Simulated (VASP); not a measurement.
A convergence study with VASP on GaP (zinc blende): one setting is varied, all else stays as given below, so the limit is that of these other settings. ε∞ is the independent-particle value.

```
GaP
1.0
    0.00000     2.72500     2.72500
    2.72500     0.00000     2.72500
    2.72500     2.72500     0.00000
Ga P
1 1
Direct
  0.00000   0.00000   0.00000
  0.25000   0.25000   0.25000
```

Calculation: PBE GGA, VASP's PBE PAW potentials (set 64) (plane waves; VASP 6.6.1). The tightest run used: 550 eV cut-off, 7×7×7 Γ-centred mesh, Gaussian smearing of 0.050 eV, potentials Ga_d P.

The settings run are NBANDS = 10; NBANDS = 11; NBANDS = 13; NBANDS = 17; NBANDS = 25; NBANDS = 41; NBANDS = 73; NBANDS = 137. From which on does the mean ε∞ stay within 0.05  of the tightest run?

From NBANDS = 17 on: it is off by 0.05 there and by no more than 0.05 in any finer run, while NBANDS = 13 is off by 0.22.
```json
[
 {"setting": "NBANDS = 10", "mean ε∞": "9.54", "bands": "10", "difference judged ()": "2.74"},
 {"setting": "NBANDS = 11", "mean ε∞": "11.05", "bands": "11", "difference judged ()": "1.23"},
 {"setting": "NBANDS = 13", "mean ε∞": "12.06", "bands": "13", "difference judged ()": "0.22"},
 {"setting": "NBANDS = 17", "mean ε∞": "12.24", "bands": "17", "difference judged ()": "0.05"},
 {"setting": "NBANDS = 25", "mean ε∞": "12.27", "bands": "25", "difference judged ()": "0.02"},
 {"setting": "NBANDS = 41", "mean ε∞": "12.28", "bands": "41", "difference judged ()": "0.01"},
 {"setting": "NBANDS = 73", "mean ε∞": "12.29", "bands": "73", "difference judged ()": "0.00"},
 {"setting": "NBANDS = 137", "mean ε∞": "12.29", "bands": "137", "difference judged ()": "0.00"}
]
```

Left out are rungs that failed or repeat a setting and relaxations that didn't move; long series are thinned to 24 rows.

The compound is GaP in the zinc blende structure. The cell was not relaxed at this level.
